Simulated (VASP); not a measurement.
Input:

```xyz
3
Lattice="2.0773 -3.5981 0.0000 2.0773 3.5981 0.0000 0.0000 0.0000 5.2185" Properties=species:S:1:pos:R:3 pbc="T T T"
Se     0.5115     0.8859     3.4790
Se     3.1318     0.0000     0.0000
Se     0.5115    -0.8859     1.7395
```

The numbers are results of rev-vdW-DF2, VASP's PBE PAW potentials (set 64) (plane waves; VASP 6.6.1), not measurements. Run with 520 eV cut-off, 6×6×5 Γ-centred mesh, Gaussian smearing of 0.050 eV, potentials Se.

Q: The ions and cell shape at fixed volume are relaxed. What does this cell relax into?

A: 
```xyz
3
Lattice="2.0912 -3.6221 0.0000 2.0912 3.6221 0.0000 0.0000 0.0000 5.1494" Properties=species:S:1:pos:R:3 pbc="T T T"
Se     2.5965    -2.7471     3.4330
Se     3.1720     0.0000     0.0000
Se     2.5965     2.7471     1.7165
```
Space group P3_121 (152), at a tolerance of 0.03 Å.

Q: How much energy does the relaxation gain?

A: The energy (σ→0) changes by -3.0 meV/atom, in 6 ionic steps.

```tsv
step	E(σ→0) (eV)	max force (eV/Å)	pressure (GPa)	volume (Å³)
1	-6.3405	0.200	-1.70	78.01
2	-6.3467	0.107	-1.17	78.01
3	-6.3493	0.004	-0.57	78.01
4	-6.3494	0.015	-0.52	78.01
5	-6.3495	0.009	-0.51	78.01
6	-6.3495	0.000	-0.50	78.01
```

The compound is Se in the trig structure. This cell is one point of a volume scan, at 1.03 of the reference volume. Symmetry was kept, so distortions that lower it aren't found.
